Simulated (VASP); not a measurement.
For cubic RbBr (space group Fm-3m), PBE GGA, VASP's PBE PAW potentials (set 64) (VASP 6.6.1) gives ε∞ = 2.52, a static ε₀ = 5.14 and a transverse optical mode at 86 cm⁻¹.

Question: Estimate the longitudinal optical frequency at Γ.

Answer: By the Lyddane-Sachs-Teller relation, ω_LO = ω_TO √(ε₀/ε∞) = 86 × √(5.14/2.52) = 123 cm⁻¹.

The structure comes from a computed database's RbBr entry; how it stands against other phases isn't given here. The cell was not relaxed at this level. The run is one of a series of settings (EDIFF = 1E-8, IBRION = 8, LEPSILON = .TRUE., NSW = 1 against the base run), some of them coarse on purpose.
